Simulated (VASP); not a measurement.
```
CELL_PARAMETERS angstrom
      3.34318     0.00000     0.00000
     -1.67159     2.89527     0.00000
      0.00000     0.00000     3.04347
ATOMIC_POSITIONS crystal
  Y  0.00000 0.00000 0.00000
  N  0.66667 0.33333 0.50000
```

All values below come from r2SCAN meta-GGA, VASP's PBE PAW potentials (set 64) (plane waves; VASP 6.6.1). Settings: 520 eV cut-off, 10×10×10 Γ-centred mesh, tetrahedra with Blöchl corrections, potentials Y_sv N.

Task: What does the run give for the energy per atom (σ→0), band gap (over mesh and band path) with the smallest direct gap where there is one?

Result: 
```yaml
band gap (over mesh and band path): 0.24 eV
smallest direct gap (over mesh and band path): 0.24 eV
energy per atom (σ→0): -16.232 eV/atom
```

Only differences to runs with the same potentials and settings are physical.

The structure was generated: YN was put into the WC type (P-6m2), which need not be its known phase. It was relaxed first, which changed the volume by +8 %.
